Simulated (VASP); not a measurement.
A run of VASP 6.6.1:

Contents of INCAR:

```
SYSTEM = Al
PREC     = Accurate       ! precision mode
ENCUT    = 520            ! plane-wave cutoff, eV
EDIFF    = 1E-7           ! SCF threshold, eV
ISMEAR   = 0              ! smearing method
SIGMA    = 0.1            ! smearing width, eV
LREAL    = .False.        ! projectors in reciprocal space
LASPH    = .True.         ! aspherical terms in the spheres
NELM     = 80             ! most SCF steps
ALGO     = Fast           ! electronic algorithm
ISIF     = 3              ! what is computed and relaxed
LWAVE    = .False.        ! write WAVECAR
LCHARG   = .False.        ! write CHGCAR
GGA      = PE             ! functional
IBRION   = 2              ! ionic algorithm
NSW      = 80             ! ionic steps
EDIFFG   = -0.002         ! ionic threshold
```

Contents of KPOINTS:

```
regular mesh
0
Gamma
  18 18 18
  0 0 0
```

The input POSCAR:

```
Al                                      
1.0
   -0.0000000000      2.0203278149      2.0203278149
    2.0203278149     -0.0000000000      2.0203278149
    2.0203278149      2.0203278149     -0.0000000000
  Al            
     1
Direct
     0.0000000000000000    0.0000000000000000    0.0000000000000000
```

Potentials or basis: VASP PAW PBE potentials, release 64 (Al).

Launch:

```console
$ cat potpaw_PBE.64/Al/POTCAR > POTCAR
$ mpirun -np 1 vasp_std > vasp.out
```

Hardware: 1 thread of Intel(R) Xeon(R) Platinum 8488C (Sapphire Rapids), on a shared host.

Task: Estimate the wall time of this run.

Result: Wall time 7.5 s on 1 thread of Intel(R) Xeon(R) Platinum 8488C (Sapphire Rapids), with other jobs on the host, peak memory 0.14 GiB. Counts: scf iterations 12, k points 195, ion steps 1.
